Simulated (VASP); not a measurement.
Calculation: PBEsol GGA, VASP's PBE PAW potentials (set 64) (plane waves; VASP 6.6.1).

VASP ran on this input.

File KPOINTS:
```
Automatic mesh
0
Gamma
  8 8 8
0 0 0
```

INCAR:
```
! general
SYSTEM =Cs
PREC   =Accurate
ENCUT  =400   ! plane-wave cut-off (eV)
LREAL  =F   ! projection in real space or not
LASPH  =T

! electronic loop
EDIFF  =1E-6   ! SCF stop (eV)
NELM   =100   ! most electronic steps
ALGO   =Normal   ! blocked Davidson
LMAXMIX=4   ! l cut-off of mixed one-centre charges

! smearing
ISMEAR =1   ! Methfessel-Paxton
SIGMA  =0.1

! functional
GGA    =PS

! ions
IBRION =2   ! conjugate gradients
NSW    =60   ! most ionic steps
ISIF   =3   ! ions, shape and volume
EDIFFG =-0.01   ! ionic stop

! output
LWAVE  =F
LCHARG =F
```

File POSCAR:
```
Cs
1
   -3.0019723340     3.0019723340     3.0019723340
    3.0019723340    -3.0019723340     3.0019723340
    3.0019723340     3.0019723340    -3.0019723340
Cs
1
Direct
  1.0000000000   1.0000000000   1.0000000000
```

POTCAR, in this order: Cs_sv (PBE.64 set). Program: vasp_std.

Output

**OSZICAR**
```
       N       E                     dE             d eps       ncg     rms          rms(c)
DAV:   1     0.506286848118E+02    0.50629E+02   -0.25848E+03   464   0.635E+02
DAV:   2     0.331388665542E+01   -0.47315E+02   -0.46737E+02   608   0.117E+02
DAV:   3    -0.889368914724E+00   -0.42033E+01   -0.42029E+01   496   0.421E+01
DAV:   4    -0.936477626049E+00   -0.47109E-01   -0.47108E-01   856   0.534E+00
DAV:   5    -0.936506274105E+00   -0.28648E-04   -0.28648E-04   568   0.821E-02    0.131E-01
DAV:   6    -0.936184759941E+00    0.32151E-03   -0.12413E-03   784   0.206E-01    0.897E-02
DAV:   7    -0.936356134930E+00   -0.17137E-03   -0.31105E-03   600   0.345E-01    0.338E-02
DAV:   8    -0.936415414339E+00   -0.59279E-04   -0.99144E-05   640   0.845E-02    0.511E-03
DAV:   9    -0.936416687439E+00   -0.12731E-05   -0.29363E-06   776   0.109E-02    0.288E-03
DAV:  10    -0.936416282916E+00    0.40452E-06   -0.66046E-07   504   0.510E-03
   1 F= -.93641628E+00 E0= -.93542897E+00  d E =-.936416E+00
```

**OUTCAR**
```
------------------------ aborting loop because EDIFF is reached ----------------------------------------
  FORCE on cell =-STRESS in cart. coord.  units (eV):
  Direction    XX          YY          ZZ          XY          YZ          ZX
  --------------------------------------------------------------------------------------
  Total        0.0000289      0.0000289      0.0000289     -0.0000000      0.0000000      0.0000000
  in kB        0.0004286      0.0004286      0.0004286     -0.0000000      0.0000000      0.0000000
  external PRESSURE =       0.0004286 kB  Pullay stress =       0.0000000 kB
  volume of cell :      108.21
      direct lattice vectors                 reciprocal lattice vectors
    -3.001972334  3.001972334  3.001972334     0.000000000  0.166557165  0.166557165
     3.001972334 -3.001972334  3.001972334     0.166557165  0.000000000  0.166557165
     3.001972334  3.001972334 -3.001972334     0.166557165  0.166557165  0.000000000
 POSITION                                       TOTAL-FORCE (eV/Angst)
 -----------------------------------------------------------------------------------
      0.00000      0.00000      0.00000        -0.000000      0.000000      0.000000
 -----------------------------------------------------------------------------------
    total drift:                               -0.000000     -0.000000      0.000000
  FREE ENERGIE OF THE ION-ELECTRON SYSTEM (eV)
  ---------------------------------------------------
  free  energy   TOTEN  =        -0.9364162829 eV

  energy  without entropy=       -0.9334543577  energy(sigma->0) =       -0.93542897

 reached required accuracy - stopping structural energy minimisation
```
(Selected blocks of OUTCAR.)

### OUTCAR
```
 val. band max:        0.5315357010   @ k =   0.5000   0.0000   0.0000

 cond. band min:       0.5439007845   @ k =   0.3750   0.1250   0.0000


 Fermi energy:         0.5352453552

 k-point     1 :       0.0000    0.0000    0.0000
  band No.  band energies     occupation
      1     -23.2845      2.00000
      2      -9.9946      2.00000
      3      -9.9946      2.00000
      4      -9.9946      2.00000
      5      -1.2215      2.00000
      6       3.0595      0.00000
      7       3.0595      0.00000
      8       3.0595      0.00000

 k-point     2 :       0.1250    0.0000    0.0000
  band No.  band energies     occupation
      1     -23.2832      2.00000
      2     -10.0206      2.00000
      3     -10.0029      2.00000
      4      -9.9947      2.00000
      5      -1.0389      2.00000
      6       2.8682      0.00000
      7       2.8721      0.00000
      8       3.2451      0.00000

 k-point     3 :       0.2500    0.0000    0.0000
  band No.  band energies     occupation
      1     -23.2800      2.00000
      2     -10.0818      2.00000
      3     -10.0228      2.00000
      4      -9.9949      2.00000
      5      -0.5371      2.00000
      6       2.2773     -0.00000
      7       2.5253     -0.00000
      8       3.7918      0.00000

 k-point     4 :       0.3750    0.0000    0.0000
  band No.  band energies     occupation
      1     -23.2768      2.00000
      2     -10.1409      2.00000
      3     -10.0425      2.00000
      4      -9.9950      2.00000
      5       0.1266      2.00000
      6       1.7368     -0.00000
      7       2.2595     -0.00000
      8       3.9158      0.00000

 k-point     5 :       0.5000    0.0000    0.0000
  band No.  band energies     occupation
      1     -23.2755      2.00000
      2     -10.1649      2.00000
      3     -10.0506      2.00000
      4      -9.9951      2.00000
      5       0.5315      1.06274
      6       1.4673     -0.00000
      7       2.1641     -0.00000
...
```

Unless said otherwise, spin-orbit coupling is left out, though it shifts the bands of the heavy elements here.

The compound is Cs in the bcc structure. It was relaxed first. The start is the result of an earlier pass.
